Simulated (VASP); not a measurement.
## CsLi2: relaxation of cell and atoms with PBEsol

The system is CsLi2.

```xyz
3
Lattice="3.9663 0.0000 0.0000 -1.9832 3.4350 0.0000 0.0000 0.0000 10.0284" Properties=species:S:1:pos:R:3 pbc="T T T"
Cs    0.0000    0.0000    0.0000
Li    0.0000    2.2900    3.4962
Li    0.0000    2.2900    6.5322
```

The cell was built by a generator and needn't be a form met in nature.

```yaml
Program: VASP 6.6.1
Task: relaxation of cell and atoms
Functional: PBEsol
Potentials_or_basis: VASP PAW PBE potentials, release 64 (Cs_sv, Li_sv)
Cutoff: 600 eV
k_mesh: 6 × 6 × 3
Occupations: fermi-dirac, width 0.05 eV
Spin: no spin polarisation
Further_INCAR_settings: ALGO = Fast; EDIFF = 1e-06; IBRION = 2; EDIFFG = -0.005; NSW = 60; ISIF = 3
```

- Relaxed volume: 41.69 Å³/atom
- Relaxed cell: a = 3.828 Å, b = 3.828 Å, c = 9.855 Å, α = 90.00°, β = 90.00°, γ = 120.00°
- Space group after relaxing (to 0.05 Å): P-6m2 (No. 187)
- Energy gained by relaxing: 4.3 meV/atom
- Ionic steps: 10
- Pressure after relaxing: 0.0 GPa
- Largest force after relaxing: 0.003 eV/Å
- Band gap on the k mesh: none (metal or under the smearing width)

Forces in eV/Å, atoms in the order of the input:
```
Cs   0.000  0.000  0.000
Li   0.000  0.000  0.003
Li   0.000  0.000 -0.003
```

The path:
```tsv
step	energy change (eV)	largest force (eV/Å)	pressure (GPa)	volume (Å³)
1	0.0000	0.0099	-0.33	136.63
2	-0.0036	0.0106	-0.28	134.78
3	-0.0099	0.0131	-0.14	130.00
4	-0.0088	0.0166	0.19	120.79
5	-0.0118	0.0153	0.01	125.81
6	-0.0125	0.0130	0.01	125.46
7	-0.0129	0.0095	0.01	124.96
8	-0.0129	0.0088	0.01	124.85
9	-0.0130	0.0068	0.00	124.91
10	-0.0130	0.0035	-0.01	125.06
```

Final structure:
```cif
data_structure
_symmetry_space_group_name_H-M 'P 1'
_symmetry_Int_Tables_number 1
_cell_length_a 3.8279
_cell_length_b 3.8279
_cell_length_c 9.8555
_cell_angle_alpha 90.000
_cell_angle_beta 90.000
_cell_angle_gamma 120.000
_cell_volume 125.06
loop_
_atom_site_label
_atom_site_type_symbol
_atom_site_fract_x
_atom_site_fract_y
_atom_site_fract_z
_atom_site_occupancy
Cs1 Cs 0.00000 0.00000 0.00000 1
Li1 Li 0.33333 0.66667 0.34976 1
Li2 Li 0.33333 0.66667 0.65024 1
```

Levels at points of the mesh, in eV from the Fermi level:
```tsv
k point	band 6	band 7	band 8	band 9	band 10	band 11
(0.00, 0.00, 0.00)	-9.69	-2.38	-0.78	-0.57	1.02	3.40
(0.50, 0.00, 0.00)	-10.16	-0.15	0.09	0.52	1.25	1.94
(0.50, 0.50, 0.00)	-10.16	-0.15	0.09	0.52	1.25	1.94
```

Wall time 4.2 min on 1 thread of AMD EPYC 9R45 96-Core Processor (Zen 5), with other jobs on the host, peak memory 0.28 GiB.

Caveat: the cutoff is under 1.25 times the usual one of these potentials, so pressure, stress and relaxed cells hold a basis-set (Pulay) error; the PAW data sets were made with another functional, which shifts forces and pressure a little. Spin-orbit coupling is left out, which matters for the levels of Cs.
